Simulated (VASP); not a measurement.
Energy against volume of HfB₂ (AlB2 type). Method: PW91 GGA, VASP's PBE PAW potentials (set 64) (plane waves; VASP). Settings: 520 eV cut-off, 11×11×9 Γ-centred mesh, first-order Methfessel-Paxton smearing of 0.10 eV, potentials Hf_pv B.

Shape and ions are relaxed at each volume.

| V (Å³/atom) | E (eV/atom) |
|---|---|
| 9.373 | -8.72885 |
| 9.672 | -8.75290 |
| 9.971 | -8.76057 |
| 10.270 | -8.75409 |

**Question.** Fit these four points and predict the energy of the run at 10.569 Å³/atom.

**Answer.** A cubic in V^(−2/3), the third-order Birch-Murnaghan form, passes through the four points with V0 = 9.98 Å³/atom and B0 = 252 GPa, and gives -8.7353 eV/atom there. The run gave -8.7354 eV/atom, -0.1 meV/atom from the fit; all five points give B0 = 251 GPa.

The compound is HfB2 in the AlB2 type structure. It was relaxed first.
